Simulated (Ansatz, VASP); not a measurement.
**Te2Mo in two plane-wave programs**

Aim: how closely do two programs agree when they are given the same cell, functional and k mesh? The cell is taken from a series of runs on this material, whose earlier steps may have relaxed, scaled, displaced or heated it; both programs get it as it stands.

Main program and level: Ansatz 0.2.0; plane waves, with VASP 6.6.1 beside it; zone-centre phonons at PBE with D3(BJ).

In doubt: the program warns that the response may not be converged on this k-mesh, which bears on the force constants and all frequencies.

## 1. The structure

The structure is hexagonal, space group P6_3/mmc (No. 194). Conventional cell: a = 3.533 Å, b = 3.533 Å, c = 14.229 Å, α = 90.00°, β = 90.00°, γ = 120.00°. Nearest to Mo lie 6 Te at 2.73 Å. Nearest to Te lie 3 Mo at 2.73 Å. Farther neighbours and most contacts between anions are not listed.

## 2. Ansatz: zone-centre phonons, PBE with D3(BJ)

Ansatz runs on its PAW soft_1 files.

Second derivatives magnify differences that forces hide, and they need a tight electronic threshold.

File input.yaml:

```yaml
crystal:
  lattice:
    - [3.5326442369, 0.0, 0.0]
    - [-1.7663221185, 3.0593596517, 0.0]
    - [0.0, 0.0, 14.2287102203]
  atoms:
    - { symbol: Mo, position: [0.3333333333, 0.6666666667, 0.25] }
    - { symbol: Mo, position: [0.6666666667, 0.3333333333, 0.75] }
    - { symbol: Te, position: [0.3333333333, 0.6666666667, 0.6226627362] }
    - { symbol: Te, position: [0.6666666667, 0.3333333333, 0.1226627362] }
    - { symbol: Te, position: [0.3333333333, 0.6666666667, 0.8773372638] }
    - { symbol: Te, position: [0.6666666667, 0.3333333333, 0.3773372638] }
kpoints:
  mp_grid: { grid: [9, 9, 2] }
hamiltonian:
  xc: pbe
  dispersion: d3bj
  pseudopotentials: { kind: paw, azcp: { folder: soft_1 } }
scf:
  occupations: { method: fixed }
output:
  eigenvalues: true
phonons:
  method: dfpt
  dielectric: true
  rigid_motions: translations
```

Launch:

```console
ansatz run input.yaml --threads 4 --pin off --max-ram 16384MiB --backend cpu --events-out ev --progress --plain --runs-dir out
```

Numbers of over 12 decimals in the logs are rounded to 6 here.

Log:

```text
Engine: ansatz 0.2.0, aarch64-unknown-linux-gnu
Pseudopotentials: kind: paw
Pseudopotential: Mo, paw, valence charge 14, recommended cutoff 420 eV (normal), soft_1/Mo.paw.azcp
Pseudopotential: Te, paw, valence charge 16, recommended cutoff 420 eV (normal), soft_1/Te.paw.azcp
Functional definition: PBE
  parameter kappa = 0.804
  parameter beta = 0.066725
  exchange = pbe_x(kappa = kappa, mu = beta*pi^2/3)
  correlation = pbe_c(beta = beta)
Crystal: 6 atoms, lattice volume = 153.779 Å³
Basis set: ecut = 420 eV, 2969 PW (Γ), exchange–correlation on 48×48×192 points (8 copies of the dense FFT grid, shifted against one another)
Bands: 56, of which v1, the nominal top of the filled ones, is band 46 counted from 1 (45 counted from 0)
Symmetry: 24 space group operations
k-points: 50 of 162 (irreducible under 2 space group operations, time reversal used)
Non-local potential: Mo, projectors of the file, l = 0: 3, l = 1: 2, l = 2: 2, l = 3: 1
Non-local potential: Te, projectors of the file, l = 0: 2, l = 1: 2, l = 2: 2, l = 3: 1
PAW form: soft (Blöchl's): semilocal exchange-correlation on the pseudo side does not see the compensation charge
PAW one-centre angular grid: Mo, 590 points (default); XC on 64 Gauss nodes
PAW one-centre angular grid: Te, 590 points (default); XC on 64 Gauss nodes
Initial density: superposition of atomic densities (chi_scale 0.1, normalization cell, long waves kept (reshape's long-wave potential 0.02 eV rms))
Initial wavefunctions: pseudopotential atomic-orbital guess
Functional: x = pbe(κ = 0.804, μ = 0.219515), c = pbe(β = 0.066725)
SCF iter   1: F=—  HF=-37838.518490 eV  |F-HF|=—  |Δ(HF+E_count)|=         —  Δρ=5.50e-2  dr2=6.82e0  ethr=3.10e-3  ⟨swp⟩=5.0  Hψ=9055  notcnv=0  defer=322
preconditioner: auto → Resta (q_TF=auto, 2.504 Å⁻¹)  ε∞=6.3  [insulator: Δε(μ)=0.852 eV  Ē_g=7.771 eV  n_scr=52 (ndim 8)  ℏωp=18.0 eV  f_vac=0.013  ε∞_Penn≈6.3]
SCF iter   2: F=—  HF=-37837.410126 eV  |F-HF|=—  |Δ(HF+E_count)|=    1.11e0  Δρ=2.16e-2  dr2=2.77e0  ethr=3.10e-3  ⟨swp⟩=3.0  Hψ=4950  notcnv=0  defer=358
SCF iter   3: F=—  HF=-37837.133161 eV  |F-HF|=—  |Δ(HF+E_count)|=   2.77e-1  Δρ=1.40e-2  dr2=4.43e-1  ethr=3.01e-3  ⟨swp⟩=2.0  Hψ=3095  notcnv=0  defer=330
SCF iter   4: F=—  HF=-37837.031477 eV  |F-HF|=—  |Δ(HF+E_count)|=   1.02e-1  Δρ=2.08e-3  dr2=9.37e-3  ethr=4.82e-4  ⟨swp⟩=2.2  Hψ=3801  notcnv=0  defer=361
SCF iter   5: F=—  HF=-37837.032541 eV  |F-HF|=—  |Δ(HF+E_count)|=   1.06e-3  Δρ=7.55e-4  dr2=1.47e-3  ethr=1.02e-5  ⟨swp⟩=2.0  Hψ=4271  notcnv=0  defer=396
SCF iter   6: F=—  HF=-37837.032805 eV  |F-HF|=—  |Δ(HF+E_count)|=   2.64e-4  Δρ=2.36e-4  dr2=1.72e-4  ethr=1.60e-6  ⟨swp⟩=2.0  Hψ=3578  notcnv=0  defer=398
SCF iter   7: F=—  HF=-37837.032882 eV  |F-HF|=—  |Δ(HF+E_count)|=   7.73e-5  Δρ=6.64e-5  dr2=9.37e-6  ethr=1.87e-7  ⟨swp⟩=2.0  Hψ=3360  notcnv=0  defer=301
SCF iter   8: F=—  HF=-37837.032897 eV  |F-HF|=—  |Δ(HF+E_count)|=   1.46e-5  Δρ=1.94e-5  dr2=6.99e-7  ethr=1.02e-8  ⟨swp⟩=3.0  Hψ=5100  notcnv=0  defer=138
SCF iter   9: F=—  HF=-37837.032896 eV  |F-HF|=—  |Δ(HF+E_count)|=   1.01e-6  Δρ=4.78e-6  dr2=3.25e-8  ethr=7.60e-10  ⟨swp⟩=3.0  Hψ=5107  notcnv=0  defer=134
SCF iter  10: F=—  HF=-37837.032896 eV  |F-HF|=—  |Δ(HF+E_count)|=   3.83e-8  Δρ=1.45e-6  dr2=3.45e-9  ethr=3.54e-11  ⟨swp⟩=2.0  Hψ=4866  notcnv=0  defer=134
SCF iter  11: F=—  HF=-37837.032896 eV  |F-HF|=—  |Δ(HF+E_count)|=   1.81e-9  Δρ=3.12e-7  dr2=2.17e-10  ethr=3.75e-12  ⟨swp⟩=2.0  Hψ=4865  notcnv=0  defer=134
SCF iter  12: F=-37837.032896 eV  HF=-37837.032896 eV  |F-HF|=5.82e-11  |Δ(HF+E_count)|=  1.96e-10  Δρ=1.30e-7  dr2=5.63e-11  ethr=1.00e-12  ⟨swp⟩=14.7  Hψ=16834  notcnv=0
SCF 1 converged in 12 iterations: F = -37837.032896 eV  dr2 = 5.63e-11
  greatest PAW one-centre occupation: 0.999 electrons in one spin orbital (limit 2), on the Mo atom at site 1 (counted from 0), in its partial waves of l = 0
NSCF: frozen V_eff on 4 k-points
DFPT response loops at Γ: preconditioner auto → Resta (q_TF=auto, 2.504 Å⁻¹)  ε∞=8.3 (no band partly filled); β = 1.00, the filter's whole step (`scf.mixing.beta` (0.50) is not read by the response loops at its default; to damp them type it under 1.00, their step now; it binds the ground state too); Broyden in place of MSR1
── the response to a field inside a basis, on 14×14×4 k-points: an SCF that follows is theirs, and a resumed run solves both again ──
Bands: 47, of which v1, the nominal top of the filled ones, is band 46 counted from 1 (45 counted from 0)
k-points: 112 of 784 (irreducible under 8 space group operations)
Initial density: handed on by an earlier stage of this run
Initial wavefunctions: pseudopotential atomic-orbital guess (no wavefunctions were taken with the density)
Eigensolver: Dense (112 Hₖ)
SCF iter   1: F=—  HF=-37836.620632 eV  |F-HF|=—  |Δ(HF+E_count)|=         —  Δρ=3.80e-4  dr2=1.43e-4  ethr=1.00e-1
preconditioner: auto → Resta (q_TF=auto, 2.504 Å⁻¹)  ε∞=10.7  [insulator: Δε(μ)=0.837 eV  Ē_g=5.761 eV  n_scr=52 (ndim 8)  ℏωp=18.0 eV  f_vac=0.024  ε∞_Penn≈10.7]
SCF iter   2: F=—  HF=-37836.620660 eV  |F-HF|=—  |Δ(HF+E_count)|=   2.82e-5  Δρ=2.19e-4  dr2=5.86e-5  ethr=1.55e-7
SCF iter   3: F=—  HF=-37836.620680 eV  |F-HF|=—  |Δ(HF+E_count)|=   1.99e-5  Δρ=6.63e-5  dr2=9.92e-6  ethr=6.36e-8
SCF iter   4: F=—  HF=-37836.620681 eV  |F-HF|=—  |Δ(HF+E_count)|=   1.23e-6  Δρ=4.97e-5  dr2=1.28e-5  ethr=1.08e-8
SCF iter   5: F=—  HF=-37836.620680 eV  |F-HF|=—  |Δ(HF+E_count)|=   1.25e-6  Δρ=9.88e-6  dr2=2.90e-7  ethr=1.08e-8
SCF iter   6: F=-37836.620680 eV  HF=-37836.620680 eV  |F-HF|=1.15e-8  |Δ(HF+E_count)|=   2.22e-7  Δρ=2.97e-6  dr2=3.34e-8  ethr=3.15e-10
SCF 1 converged in 6 iterations: F = -37836.620680 eV  dr2 = 3.34e-8
DFPT response loops at Γ: preconditioner auto → Resta (q_TF=auto, 2.504 Å⁻¹)  ε∞=8.5 (no band partly filled); β = 1.00, the filter's whole step (`scf.mixing.beta` (0.50) is not read by the response loops at its default; to damp them type it under 1.00, their step now; it binds the ground state too); Broyden in place of MSR1
WARN: field response: ε∞ stands inside a basis, on 14×14×4 points; the force constants stand on the 9×9×2 k-mesh, whose period is 13.05 times the interband length at k = (0.0000, 0.2222, 0.0000), direct gap 1.995 eV, under 14: take them and everything formed from them as unconverged, and compare with a denser kpoints.mp_grid
SCF converged after 12 iterations
Free energy (F): -37837.032896 eV
Harris-Foulkes:  -37837.032896 eV  (|F-HF|=5.82e-11)
Internal energy: -37837.032896 eV  (E = F + TS)
E sigma→0 (E₀):  -37837.032896 eV
Fermi energy:    11.947619 eV
--- Per-component energies (eV) ---
  E_band       = -1184.800301
  E_kinetic    = 1534.602228
  E_local      = -9127.116334  (includes V_loc(G=0)·N_el)
  E_nonlocal   = 564.815559
  E_hartree    = 4298.976049
  E_xc         = -841.856010
  E_vxc        = -846.762260  (∫ρ·V_xc dr)
  E_paw        = -25112.010434  (= ΣΔE_a)
  E_vpaw       = -1908.291840  (= ΣTr[D̂ρ^β])
  E_aug_tail   = 0.000462  (compensation charges beyond the density's cutoff)
  E_ewald      = -9151.306876
  E_disp       = -3.137539  (pairwise vdW)
  E_smearing   = -0.000000  (= −TS)
  E_closure    = 0.000000  (closes the sum)
  Σ components = -37837.032896   (vs F -37837.032896, Δ=0.00e0)
--- Band table (eV; the first three rows and the last of 50) ---
  k-point 0: bands = [... 42 lower, 11.0153, 11.0153, 11.5239, 11.9476, 14.8842, 14.8842, 14.9940, 14.9940, ... 6 higher]
  k-point 1: bands = [... 42 lower, 11.0011, 11.0011, 11.8467, 11.8467, 14.9183, 14.9183, 14.9183, 14.9183, ... 6 higher]
  k-point 2: bands = [... 42 lower, 10.9536, 11.0382, 11.7837, 11.7898, 14.3734, 14.3738, 14.3925, 14.4863, ... 6 higher]
  k-point 49: bands = [... 42 lower, 10.5725, 10.5725, 11.4426, 11.4426, 13.1152, 13.1152, 13.5748, 13.5748, ... 6 higher]
--- Phonons (Γ-DFPT): 4 representative perturbations + reference, on 50 of 162 k-points (Σ response iterations 14) ---
  k mesh reduced under 2 symmetry operations, with k and −k counted as one. Each operation leaves every solved perturbation unchanged. A smaller set is not considered because the run solves the response to a homogeneous field
  ASR residual: 4.038e-5 → 0.000e0 eV/Å²; symmetrization residual: 4.661e-5 eV/Å²
  pairwise dispersion correction: d3bj (s6 = 1.0, s8 = 0.7875, a1 = 0.4289, a2_bohr = 4.4407), with the weights of each atom's references fixed at the reference crystal's, and the forces and stress that the weights' published response gives there kept as a pressure on the atom's counted neighbours (hamiltonian.dispersion)
  ASR residual per site (eV/Å²): 4.04e-5 4.04e-5 2.01e-5 2.01e-5 2.01e-5 2.01e-5
  Γ frequencies (cm⁻¹): 0.00 0.00 0.00 22.25 22.25 28.13 114.78 114.78 116.21 116.21 168.27 171.12 230.91 230.91 231.00 231.00 281.23 285.69
  ε∞ (high-frequency dielectric tensor):
       19.781545     0.000000     0.000000
        0.000000    19.781545     0.000000
        0.000000     0.000000     9.864254
  ε⁰ (static dielectric tensor: ions relaxed, cell fixed):
       21.541171     0.000000    -0.000000
        0.000000    21.541171    -0.000000
       -0.000000    -0.000000    10.128973
  ε⁰ − ε∞ (ionic part):
        1.759626     0.000000    -0.000000
        0.000000     1.759626    -0.000000
       -0.000000    -0.000000     0.264718
  softest optical mode at Γ: 22.25 cm⁻¹; the repairs (sum rule, projections) moved no ω² at Γ by more than (1.58 cm⁻¹)²
  Born effective charges Z* (e; rows j = field, columns β = displacement):
    site 0:
        -3.19733   -0.00000   -0.00000
        -0.00000   -3.19733    0.00000
         0.00000   -0.00000   -1.51041
    site 1:
        -3.19733   -0.00000   -0.00000
        -0.00000   -3.19733    0.00000
         0.00000   -0.00000   -1.51041
    site 2:
         1.59866    0.00000   -0.00000
         0.00000    1.59866   -0.00000
        -0.00000   -0.00000    0.75521
    site 3:
         1.59866    0.00000    0.00000
         0.00000    1.59866    0.00000
         0.00000    0.00000    0.75521
    site 4:
         1.59866    0.00000    0.00000
         0.00000    1.59866    0.00000
         0.00000    0.00000    0.75521
    site 5:
[...]
Z* charge neutrality: 1.230e-2 e pre-enforcement
  solved inside a basis spanned on kpoints, on 14×14×4 k-points, its susceptibility summed on 16×16×4: ε∞ is read to err by 1.0e-1, Z* by 2.6e-2 e (field_mesh: kpoints solves on kpoints); Z* is corrected for what the basis lacks
  optical modes at Γ without the LO–TO term, one row a degenerate level:
      ω (cm⁻¹)  modes    IR ((D/Å)²/amu)
[...]
optical modes at Γ + LO–TO along q̂ = [1.0000, 0.0000, 0.0000]:
      ω (cm⁻¹)  modes    IR ((D/Å)²/amu)
[...]
optical modes at Γ + LO–TO along q̂ = [0.0000, 1.0000, 0.0000]:
      ω (cm⁻¹)  modes    IR ((D/Å)²/amu)
[...]
optical modes at Γ + LO–TO along q̂ = [0.0000, 0.0000, 1.0000]:
      ω (cm⁻¹)  modes    IR ((D/Å)²/amu)
[...]
114.78      2             0.0000
        116.21      2             0.0000
        168.27      1             0.0000
        171.12      1             0.0000
        230.91      2            13.5289
        231.00      2             0.0000
        284.98      1             1.5096
        285.69      1             0.0000
```

(Continued in part 2 of 2.)

[Lines on the potential files, build, host, timing and source positions are cut from VASP's logs without a mark.]

[Logs are printed without paths, hosts, clocks, repeated set-up lines and the standing remarks that a program may print on its own settings, such as how far it seeks lower states.]

[Hosts, paths, dates, database ids (printed as entryN), source tags and the programs' standing remarks are cut or masked in the printed files.]
